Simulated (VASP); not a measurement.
A convergence study with VASP on CaO (space group no. 225 when undisturbed): one setting is varied, all else stays as given below, so the limit is that of these other settings. One atom is moved off its site, so that forces are finite.

```
CaO
1.0
    0.00000     2.41222     2.41222
    2.41222     0.00000     2.41222
    2.41222     2.41222     0.00000
Ca O
1 1
Direct
  0.01036   0.01036   0.98964
  0.50000   0.50000   0.50000
```

Computed with PBE GGA, VASP's PBE PAW potentials (set 64) (plane waves; VASP). The tightest run used: 960 eV cut-off, 9×9×9 Γ-centred mesh, Fermi-Dirac smearing of 0.020 eV, potentials Ca_sv O.

Gaps are read on the run's mesh, which can miss a band edge.

```
setting      E (eV/atom)  pressure (GPa)  gap on the mesh (eV)  plane waves
-----------  -----------  --------------  --------------------  -----------
ENCUT = 140      -7.8323         -271.56                 4.158          113
ENCUT = 160      -7.1583         -197.59                 3.860          138
ENCUT = 180      -6.7719         -152.17                 4.147          169
ENCUT = 200      -6.5468         -117.26                 3.683          190
ENCUT = 220      -6.5363          -88.47                 3.422          214
ENCUT = 240      -6.5920          -65.24                 4.016          259
ENCUT = 280      -6.4811          -34.81                 3.832          310
ENCUT = 320      -6.4512          -17.78                 3.715          375
```

### Question
These are the cheaper rows. Estimate the results at ENCUT = 960, and how far the last row shown lies from them.

### Answer

```tsv
quantity	tightest run	last row shown is off by
E (eV/atom)	-6.4035	-0.0477
pressure (GPa)	1.19	-18.97
gap on the mesh (eV)	3.707	0.008
```

Left out are rungs that failed or repeat a setting and relaxations that didn't move; long series are thinned to 24 rows.

The structure is a typed CaO crystal (space group no. 225). The cell was not relaxed at this level, it is distorted from the ideal structure.
